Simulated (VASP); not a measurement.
Method: r2SCAN meta-GGA, VASP's PBE PAW potentials (set 64) (plane waves; VASP 6.6.1).

The input files of a VASP run:

### KPOINTS
```
Automatic mesh
0
Gamma
8 8 8
0 0 0
```

**INCAR**
```
# general
SYSTEM  = GaAs
PREC    = Accurate
ENCUT   = 480   # plane-wave cut-off (eV)
LREAL   = .FALSE.
LASPH   = .TRUE.   # aspherical one-centre terms

# electronic loop
EDIFF   = 1E-7
NELM    = 100   # most electronic steps
ALGO    = Normal
LMAXMIX = 4   # l cut-off of mixed one-centre charges
LMIXTAU = .TRUE.

# smearing
ISMEAR  = 0
SIGMA   = 0.05   # width (eV)

# functional
METAGGA = R2SCAN

# ions
IBRION  = 2   # conjugate gradients
NSW     = 40
ISIF    = 3   # ions, shape and volume
EDIFFG  = -0.01
PSTRESS = 20   # kbar

# output
LWAVE   = .FALSE.
LCHARG  = .FALSE.
```

POSCAR:
```
GaAs
1
    0.0000000000     2.8096768105     2.8096768105
    2.8096768105     0.0000000000     2.8096768105
    2.8096768105     2.8096768105     0.0000000000
Ga As
1 1
Direct
  0.0000000000   0.0000000000   0.0000000000
  0.2500000000   0.2500000000   0.2500000000
```

POTCAR, in this order: Ga_d As (PBE.64 set). Program: vasp_std.

What will the output report for the number of irreducible k-points (NKPTS), number of bands (NBANDS), largest plane-wave count, number of space-group operations, FFT grid (NGX, NGY, NGZ)?

- number of irreducible k-points (NKPTS) = 29
- number of bands (NBANDS) = 13
- largest plane-wave count = 1068
- number of space-group operations = 24
- FFT grid (NGX, NGY, NGZ) = 28 × 28 × 28

The compound is GaAs in the zinc blende structure. It was relaxed first under an external pressure of 2 GPa.
